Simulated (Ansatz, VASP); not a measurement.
# Mg2CdN2 in VASP and in Ansatz

```
CELL_PARAMETERS angstrom
3.55288 0.00000 0.00000
-1.77644 3.07689 0.00000
0.00000 0.00000 5.98383
ATOMIC_POSITIONS crystal
Cd 0.00000 0.00000 0.50000
Mg 0.33333 0.66667 0.84656
Mg 0.66667 0.33333 0.15344
N 0.33333 0.66667 0.22777
N 0.66667 0.33333 0.77223
```

The cell comes from a database or a generator and needn't be the stable form of this composition.

Alike in both runs: task single point; functional PBE; k mesh 9 × 9 × 5; occupations fermi-dirac, width 0.05 eV; no spin polarisation.

|  | VASP | Ansatz |
| --- | --- | --- |
| version | VASP 6.6.1 | Ansatz 0.2.0 |
| potentials or method | VASP PAW PBE potentials, release 64 (Cd, Mg, N) | Ansatz PAW |
| plane-wave cutoff (eV) | 520 | 420 |
| valence electrons in the cell | 26 | 50 |

Ansatz gave:

```
gap on the k mesh at the Fermi level (eV) : 0.31
least direct gap on the mesh (eV)         : 0.68
pressure (GPa)                            : -0.3
rms of the force components (eV/Å)        : 0.019
```

Task: What did VASP give for the same quantities?

Result: gap on the k mesh at the Fermi level (eV): 0.30; least direct gap on the mesh (eV): 0.68; pressure (GPa): -0.3; rms of the force components (eV/Å): 0.010.

Atom by atom the forces differ by 0.017 eV/Å (rms over components). The two sets of potentials don't hold the same shells in valence.

Caveats: an odd mesh through Γ misses points on the zone boundary, where band edges often lie (VASP); odd divisions of the mesh miss points on the zone boundary, where band edges often lie, so the gap on the mesh can be too wide (Ansatz). A hybrid or GW would open this gap; PBE tends to underestimate it.
